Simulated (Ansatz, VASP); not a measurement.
RuSe in VASP and in Ansatz

The input INCAR:

```
SYSTEM = RuSe
PREC     = Accurate       ! precision mode
ENCUT    = 520            ! plane-wave cutoff, eV
EDIFF    = 1E-6           ! SCF threshold, eV
ISMEAR   = 0              ! smearing method
SIGMA    = 0.05           ! smearing width, eV
LREAL    = .FALSE.        ! projectors in reciprocal space
LASPH    = .TRUE.         ! aspherical terms in the spheres
NELM     = 100            ! most SCF steps
ALGO     = Normal         ! electronic algorithm
ISIF     = 2              ! what is computed and relaxed
LWAVE    = .FALSE.        ! write WAVECAR
LCHARG   = .FALSE.        ! write CHGCAR
ISPIN    = 2              ! spin polarisation
MAGMOM   = 1 -0.5 0 0     ! initial moments
LORBIT   = 11             ! projections on sites
LMAXMIX  = 4              ! l up to which the mixer works
```

KPOINTS

```
Automatic mesh
0
G
  6 6 6
  0 0 0
```

Contents of POSCAR:

```
RuSe
1.0
    5.3552328200      2.6776164100      2.6776164100
    2.6776164100      5.3552328200      2.6776164100
    2.6776164100      2.6776164100      5.3552328200
Ru Se
2 2
Direct
    0.2500000000      0.2500000000      0.2500000000
    0.7500000000      0.7500000000      0.7500000000
    0.0000000000      0.0000000000      0.0000000000
    0.5000000000      0.5000000000      0.5000000000
```

Contents of input.yaml:

```yaml
crystal:
  lattice:
    - [5.35523282, 2.67761641, 2.67761641]
    - [2.67761641, 5.35523282, 2.67761641]
    - [2.67761641, 2.67761641, 5.35523282]
  atoms:
    - { symbol: Ru, position: [0.25, 0.25, 0.25], spin: 1.0 }
    - { symbol: Ru, position: [0.75, 0.75, 0.75], spin: -0.5 }
    - { symbol: Se, position: [0.0, 0.0, 0.0] }
    - { symbol: Se, position: [0.5, 0.5, 0.5] }
hamiltonian:
  xc: lda
  pseudopotentials: { kind: paw }
magnetization:
  spin_polarized: true
kpoints:
  mp_grid: { grid: [6, 6, 6] }
scf:
  occupations: { method: gaussian, width: 0.05 }
output:
  forces: true
  stress: true
  eigenvalues: true
```

The cell comes from a database or a generator and needn't be the stable form of this composition.

Alike in both runs: task single point; functional LDA; k mesh 6 × 6 × 6; occupations gaussian, width 0.05 eV; collinear spin, ferrimagnetic start.

|  | VASP | Ansatz |
| --- | --- | --- |
| version | VASP 6.6.1 | Ansatz 0.2.0 |
| potentials or method | VASP PAW LDA potentials, release 64 (Ru_pv, Se) | Ansatz PAW |
| plane-wave cutoff (eV) | 520 | 420 |
| valence electrons in the cell | 40 | 64 |

```csv
,VASP,Ansatz,Ansatz less VASP
gap on the k mesh at the Fermi level (eV),none,none,-
pressure (GPa),-20.6,-19.5,+1.14
largest component of the traceless stress (GPa),0.00,0.07,+0.072
net moment per atom (μB),0.00,0.49,+0.487
size of the moment on the site where the two differ most (μB),0.03,0.81,+0.783
```

The net moments differ so much that the two runs ended in different magnetic states, which moves the other rows too. Site moments also hang on the region over which each program counts them. A gap of «none» marks a metal or a gap that the smearing closes. The two sets of potentials don't hold the same shells in valence.

Caveats: so large a pressure means that the cell lies far from this level's equilibrium, or that cutoff or potentials fall short; the PAW data sets come from PBE, with cores solved anew for the run's functional, which leaves a small shift of forces and pressure (Ansatz); the starting moments weren't kept (Ansatz).
